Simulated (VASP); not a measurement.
The cell holds one CdS (wurtzite) (1 0 -1 0) slab, with vacuum along c, ions free to move until forces fall under 0.03 eV/Å, no reconstruction beyond this cell, dipole correction on. Ionisation potential and electron affinity count from the cell's own band edges, surface states included.

Given:

```
CELL_PARAMETERS angstrom
      6.71663     0.00000     0.00000
      0.00000     4.13376     0.00000
      0.00000     0.00000    25.71723
ATOMIC_POSITIONS crystal
  Cd 0.04909 0.00000 0.63844
  Cd 0.48386 0.50000 0.62246
  Cd 0.98463 0.50000 0.51880
  Cd 0.48463 0.00000 0.48120
  Cd 0.98386 0.00000 0.37754
  Cd 0.54909 0.50000 0.36156
  S  0.38537 0.00000 0.67060
  S  0.86597 0.50000 0.61334
  S  0.36209 0.50000 0.52705
  S  0.86209 0.00000 0.47295
  S  0.36597 0.00000 0.38666
  S  0.88537 0.50000 0.32940
```

Level of theory: PBEsol GGA, VASP's PBE PAW potentials (set 64) (plane waves; VASP). Run with 400 eV cut-off, 3×5×1 Γ-centred mesh, Gaussian smearing of 0.050 eV, potentials Cd S.

Slab and bulk use different k-meshes, so the surface energy is good to a few per cent at best.

| Item | Result |
|---|---|
| surface energy | 0.39 J/m^2 |
| ionisation potential | 5.94 eV |
| electron affinity | 4.50 eV |
| band gap (on the k-mesh) | 1.44 eV |

The cell is a thin slab with vacuum, built from CdS (wurtzite): (100) face.
